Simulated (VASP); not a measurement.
Shape and ions are relaxed at each volume.

Here is the system:

```xyz
2
Lattice="1.4534 -2.5174 0.0000 1.4534 2.5174 0.0000 0.0000 0.0000 2.8454" Properties=species:S:1:pos:R:3 pbc="T T T"
W      0.0000     0.0000     0.0000
C      1.4534     0.8391     1.4227
```

Calculation: revTPSS meta-GGA, VASP's PBE PAW potentials (set 64) (plane waves; VASP). Numerical set-up: 520 eV cut-off, 14×14×13 Γ-centred mesh, first-order Methfessel-Paxton smearing of 0.10 eV, potentials W_sv C.

Q: Give the energy at these volumes per atom, relative to the lowest: 9.78, 10.09, 10.40, 10.72, 11.03 Å³.

A: 53.0, 12.8, 0.0, 10.6, 41.2 meV/atom. A third-order Birch-Murnaghan fit gives B0 = 399 GPa and B0′ = 4.3.

The compound is WC in the wc structure. It was relaxed first.
